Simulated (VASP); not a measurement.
Input:

```yaml
crystal:
  lattice:
    - [0.00000, 2.88174, 2.88174]
    - [2.88174, 0.00000, 2.88174]
    - [11.55589, 11.55589, -0.02895]
  atoms:
    - { symbol: In, position: [0.00248, 0.00248, 0.99814] }
    - { symbol: As, position: [0.23373, 0.23373, 0.07470] }
    - { symbol: As, position: [0.24507, 0.24507, 0.31620] }
    - { symbol: As, position: [0.25457, 0.25457, 0.55907] }
    - { symbol: As, position: [0.26456, 0.26456, 0.80158] }
    - { symbol: Ga, position: [0.99000, 0.99000, 0.25750] }
    - { symbol: Ga, position: [0.99992, 0.99992, 0.50006] }
    - { symbol: Ga, position: [0.00967, 0.00967, 0.74275] }
```

These are PBEsol GGA, VASP's PBE PAW potentials (set 64) (plane waves; VASP 6.6.1) values and carry that method's errors. Run with 400 eV cut-off, 10×10×3 Γ-centred mesh, tetrahedra with Blöchl corrections, potentials In_d As Ga_d.

The cores are frozen, which limits the accuracy of field gradients.

Q: Give the principal components of the electric field gradient (V/Å²) and the asymmetry η at each nucleus.

A: 
| atom | Vxx | Vyy | Vzz | η |
|---|---|---|---|---|
| In1 | -7.0 | -7.0 | 14.0 | 0.00 |
| As2 | -23.2 | -23.2 | 46.4 | 0.00 |
| As3 | 7.4 | 7.4 | -14.8 | 0.00 |
| As4 | 8.0 | 8.0 | -16.0 | 0.00 |
| As5 | 2.2 | 2.2 | -4.4 | 0.00 |
| Ga6 | 0.8 | 0.8 | -1.6 | 0.01 |
| Ga7 | 3.9 | 3.9 | -7.7 | 0.00 |
| Ga8 | 4.3 | 4.3 | -8.6 | 0.00 |

The structure was generated: Ga3InAs4 was put into an ordered model structure (R3m), which need not be its known phase. It was relaxed first.
